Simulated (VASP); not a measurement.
Data:

```
Bi2Se3
1.0
    9.37088    -2.05482    -0.02250
    9.37088     2.05482    -0.02250
    8.92878     0.00000     3.50899
Bi Se
2 3
Direct
  0.40123   0.40123   0.40123
  0.59877   0.59877   0.59877
  0.00000   0.00000   0.00000
  0.20937   0.20937   0.20937
  0.79063   0.79063   0.79063
```

Computed with LDA (Ceperley-Alder, Perdew-Zunger), VASP's LDA PAW potentials (set 64) (plane waves; VASP 6.6.1). Run with 520 eV cut-off, Gaussian smearing of 0.050 eV, potentials Bi_d Se.

Unless said otherwise, spin-orbit coupling is left out, though it shifts the bands of the heavy elements here.

### Question
Give the energies of bands 16 to 27 at the high-symmetry points, in eV from the valence-band maximum.

### Answer

```tsv
band	Γ	T	H2	L	S0	F
16	-2.41	-2.94	-5.22	-5.83	-5.25	-5.39
17	-2.25	-2.17	-4.71	-3.75	-4.81	-4.70
18	-2.05	-2.17	-4.70	-3.56	-4.59	-4.17
19	-2.05	-1.69	-4.27	-3.53	-4.33	-3.78
20	-2.03	-1.69	-3.65	-3.29	-3.25	-2.63
21	-2.03	-1.66	-2.75	-3.26	-3.19	-2.12
22	-1.31	-1.59	-2.10	-2.46	-1.83	-2.00
23	-1.31	-1.59	-1.15	-1.30	-1.42	-1.90
24	0.00	-0.61	-0.73	-0.52	-0.69	-0.98
25	0.04	0.66	1.50	0.64	1.48	1.18
26	1.16	1.58	2.04	1.65	2.42	1.86
27	1.16	1.58	2.84	2.87	2.50	2.52
```

The gap is direct, 0.04 eV, from the valence maximum at Γ to the conduction minimum at Γ.

Measured: gap 0.30 eV (computed value off by -0.26 eV), as given by Sudong Park et al., Journal of the Korean Physical Society (2016), arXiv:1610.06451.

The compound is Bi2Se3 in the tetradymite structure. It was relaxed first.
